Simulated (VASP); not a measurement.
Calculation: r2SCAN meta-GGA, VASP's PBE PAW potentials (set 64) (plane waves; VASP 6.6.1).

A VASP calculation is set up with these files.

File KPOINTS:
```
Automatic
0
Gamma
 8 8 6
```

### INCAR
```
ALGO  =  Normal
EDIFF  =  1E-6
EDIFFG  =  -0.02
ENCUT  =  400
IBRION  =  2
ISIF  =  3
ISMEAR  =  1
LASPH  =  .TRUE.
LCHARG  =  .FALSE.
LMAXMIX  =  4
LMIXTAU  =  .TRUE.
LREAL  =  .FALSE.
LWAVE  =  .FALSE.
METAGGA  =  R2SCAN
NELM  =  100
NSW  =  60
PREC  =  Accurate
SIGMA  =  0.1
SYSTEM  =  NiSb
```

### POSCAR
```
NiSb
1.0
  1.9539188743  -3.3842869246   0.0000000000
  1.9539188743   3.3842869246   0.0000000000
  0.0000000000   0.0000000000   5.1024880831
Ni Sb
2 2
Cart
  0.0000000000   0.0000000000   2.5512440415
  0.0000000000   0.0000000000   0.0000000000
  1.9539188743   1.1280978977   1.2756220208
  1.9539188743  -1.1280978977   3.8268660623
```

POTCAR, in this order: Ni Sb (PBE.64 set). Program: vasp_std.

The run wrote:

File OSZICAR:
```
       N       E                     dE             d eps       ncg     rms          rms(c)
DAV:   1     0.981668726134E+02    0.98167E+02   -0.11167E+04  1536   0.139E+03
DAV:   2    -0.725519930064E+02   -0.17072E+03   -0.16589E+03  1526   0.307E+02
DAV:   3    -0.808800333598E+02   -0.83280E+01   -0.80984E+01  1781   0.844E+01
DAV:   4    -0.810969649453E+02   -0.21693E+00   -0.21524E+00  1708   0.130E+01
DAV:   5    -0.811037727338E+02   -0.68078E-02   -0.68059E-02  1881   0.241E+00    0.129E+01
DAV:   6    -0.801473368843E+02    0.95644E+00   -0.36680E+01  1610   0.114E+02    0.174E+01
DAV:   7    -0.761306644904E+02    0.40167E+01   -0.11131E+01  1640   0.723E+01    0.422E+00
DAV:   8    -0.763351509595E+02   -0.20449E+00   -0.21665E+00  2111   0.179E+01    0.320E+00
DAV:   9    -0.763225339089E+02    0.12617E-01   -0.28914E-01  1829   0.955E+00    0.870E-01
DAV:  10    -0.763451693656E+02   -0.22635E-01   -0.37486E-02  1829   0.200E+00    0.397E-01
DAV:  11    -0.763452598503E+02   -0.90485E-04   -0.34745E-03  2103   0.740E-01    0.142E-01
DAV:  12    -0.763458549666E+02   -0.59512E-03   -0.50332E-03  1841   0.951E-01    0.908E-02
DAV:  13    -0.763462564523E+02   -0.40149E-03   -0.56834E-04  1727   0.334E-01    0.448E-02
DAV:  14    -0.763461755229E+02    0.80929E-04   -0.51112E-05  1733   0.735E-02    0.124E-02
DAV:  15    -0.763462567440E+02   -0.81221E-04   -0.23399E-05  1848   0.683E-02    0.562E-03
DAV:  16    -0.763462276015E+02    0.29143E-04   -0.21782E-06   927   0.225E-02    0.274E-03
DAV:  17    -0.763462474751E+02   -0.19874E-04   -0.73251E-07   784   0.147E-02    0.105E-03
DAV:  18    -0.763462416242E+02    0.58509E-05   -0.12901E-07   772   0.559E-03    0.440E-04
DAV:  19    -0.763462431495E+02   -0.15253E-05   -0.30097E-08   769   0.197E-03    0.364E-04
DAV:  20    -0.763462425077E+02    0.64186E-06   -0.82443E-09   769   0.104E-03
   1 F= -.76346243E+02 E0= -.76345933E+02  d E =-.763462E+02
       N       E                     dE             d eps       ncg     rms          rms(c)
DAV:   1    -0.766747430150E+02   -0.32850E+00   -0.34057E+00  1628   0.320E+01    0.536E+00
DAV:   2    -0.771959633146E+02   -0.52122E+00   -0.72529E+00  1692   0.519E+01    0.795E+00
DAV:   3    -0.763537688142E+02    0.84219E+00   -0.32755E+00  1669   0.334E+01    0.106E+00
DAV:   4    -0.763495070138E+02    0.42618E-02   -0.75364E-02  1547   0.276E+00    0.486E-01
DAV:   5    -0.763468396019E+02    0.26674E-02   -0.65637E-03  2052   0.144E+00    0.896E-02
DAV:   6    -0.763469547611E+02   -0.11516E-03   -0.11377E-03  1609   0.370E-01    0.556E-02
DAV:   7    -0.763470398359E+02   -0.85075E-04   -0.74218E-05  1624   0.813E-02    0.472E-02
DAV:   8    -0.763470196562E+02    0.20180E-04   -0.46245E-05  1920   0.955E-02    0.194E-02
DAV:   9    -0.763470435925E+02   -0.23936E-04   -0.77228E-05  1757   0.101E-01    0.254E-03
DAV:  10    -0.763470533616E+02   -0.97691E-05   -0.25078E-06  1232   0.201E-02    0.184E-03
DAV:  11    -0.763470529541E+02    0.40752E-06   -0.15357E-07   769   0.445E-03
   2 F= -.76347053E+02 E0= -.76346862E+02  d E =-.810446E-03
       N       E                     dE             d eps       ncg     rms          rms(c)
DAV:   1    -0.764260076123E+02   -0.78954E-01   -0.77189E-01  1634   0.150E+01    0.259E+00
DAV:   2    -0.765456712707E+02   -0.11966E+00   -0.15305E+00  1648   0.246E+01    0.368E+00
DAV:   3    -0.763512160286E+02    0.19446E+00   -0.65623E-01  1649   0.169E+01    0.366E-01
DAV:   4    -0.763517709122E+02   -0.55488E-03   -0.27804E-02  1590   0.103E+00    0.296E-01
DAV:   5    -0.763508335902E+02    0.93732E-03   -0.23051E-03  1835   0.932E-01    0.824E-02
DAV:   6    -0.763508443453E+02   -0.10755E-04   -0.19056E-04  1580   0.102E-01    0.537E-02
DAV:   7    -0.763508319131E+02    0.12432E-04   -0.26521E-05  2242   0.777E-02    0.109E-02
DAV:   8    -0.763508138282E+02    0.18085E-04   -0.15002E-05  1651   0.339E-02    0.385E-03
DAV:   9    -0.763508260781E+02   -0.12250E-04   -0.21501E-06  1128   0.147E-02    0.341E-03
DAV:  10    -0.763508184869E+02    0.75913E-05   -0.44533E-07   778   0.853E-03    0.241E-03
DAV:  11    -0.763508220592E+02   -0.35724E-05   -0.21766E-07   766   0.908E-03    0.787E-04
DAV:  12    -0.763508212311E+02    0.82812E-06   -0.41170E-08   769   0.162E-03
   3 F= -.76350821E+02 E0= -.76350557E+02  d E =-.457872E-02
```

OUTCAR:
```
------------------------ aborting loop because EDIFF is reached ----------------------------------------
  FORCE on cell =-STRESS in cart. coord.  units (eV):
  Direction    XX          YY          ZZ          XY          YZ          ZX
  --------------------------------------------------------------------------------------
  Total        0.0288669      0.0288669     -0.0677881     -0.0000000      0.0000000     -0.0000000
  in kB        0.6764892      0.6764893     -1.5885987     -0.0000000      0.0000000     -0.0000000
  external PRESSURE =      -0.0785401 kB  Pullay stress =       0.0000000 kB
  volume of cell :       68.37
      direct lattice vectors                 reciprocal lattice vectors
     1.963446138 -3.400788632  0.000000000     0.254654299 -0.147024721 -0.000000000
     1.963446138  3.400788632 -0.000000000     0.254654299  0.147024721  0.000000000
     0.000000000 -0.000000000  5.119427360     0.000000000  0.000000000  0.195334347
 POSITION                                       TOTAL-FORCE (eV/Angst)
 -----------------------------------------------------------------------------------
      0.00000     -0.00000      2.55971        -0.000000      0.000000      0.000000
      0.00000     -0.00000      0.00000        -0.000000      0.000000      0.000000
      1.96345      1.13360      1.27986         0.000000      0.000000      0.000000
      1.96345     -1.13360      3.83957        -0.000000     -0.000000     -0.000000
 -----------------------------------------------------------------------------------
    total drift:                                0.000000      0.000000      0.000000
  FREE ENERGIE OF THE ION-ELECTRON SYSTEM (eV)
  ---------------------------------------------------
  free  energy   TOTEN  =       -76.3508212311 eV

  energy  without entropy=      -76.3500286762  energy(sigma->0) =      -76.35055705

 reached required accuracy - stopping structural energy minimisation
```
(Selected blocks of OUTCAR.)

CONTCAR:
```
NiSb
   1.00000000000000
     1.9634461380412129   -3.4007886318038625    0.0000000000000000
     1.9634461380412129    3.4007886318038625   -0.0000000000000000
     0.0000000000000000   -0.0000000000000000    5.1194273600431801
  Ni              Sb
     2     2
Direct
     0.0000000000000000    0.0000000000000000    0.5000000000000000
     0.0000000000000000    0.0000000000000000    0.0000000000000000
     0.3333330000000032    0.6666669999999968    0.2500000000000000
     0.6666669999999968    0.3333330000000032    0.7500000000000000
```

**OUTCAR**
```
 val. band max:       10.0677993565   @ k =   0.5000   0.0000   0.1667

 cond. band min:      10.0901765532   @ k =   0.3750   0.0000   0.1667


 Fermi energy:        10.0802402939

 k-point     1 :       0.0000    0.0000    0.0000
  band No.  band energies     occupation
      1      -3.5986      2.00000
      2       1.2738      2.00000
      3       3.3672      2.00000
      4       5.8601      2.00000
      5       5.8602      2.00000
      6       6.6812      2.00000
      7       7.2455      2.00000
      8       7.2456      2.00000
      9       7.7607      2.00000
     10       7.7608      2.00000
     11       8.5685      2.00000
     12       8.5685      2.00000
     13       9.8965      2.02609
     14      10.5472     -0.00000
     15      10.5473     -0.00000
     16      12.5511      0.00000
     17      12.5511      0.00000
     18      13.5393      0.00000
     19      14.2829      0.00000

 k-point     2 :       0.1250    0.0000    0.0000
  band No.  band energies     occupation
      1      -3.3918      2.00000
      2       1.2573      2.00000
      3       3.5989      2.00000
      4       5.7995      2.00000
      5       5.9043      2.00000
      6       6.5975      2.00000
      7       7.1070      2.00000
      8       7.1636      2.00000
      9       7.6437      2.00000
     10       7.7995      2.00000
     11       8.5532      2.00000
     12       8.5688      2.00000
     13       9.2973      2.00000
     14       9.8308      2.00237
     15       9.8963      2.02591
     16      11.8635     -0.00000
     17      13.1385      0.00000
     18      13.9013      0.00000
     19      14.9252      0.00000

 k-point     3 :       0.2500    0.0000    0.0000
  band No.  band energies     occupation
      1      -2.7848      2.00000
      2       1.1154      2.00000
      3       4.2737      2.00000
      4       5.2404      2.00000
      5       6.0289      2.00000
      6       6.3197      2.00000
      7       6.9063      2.00000
...
```

Unless said otherwise, spin-orbit coupling is left out, though it shifts the bands of the heavy elements here.

The compound is NiSb in the NiAs type structure. This run relaxes it. Symmetry was kept, so distortions that lower it aren't found. The start is the result of an earlier pass. The run is not spin-polarised, so no magnetic state was tried.
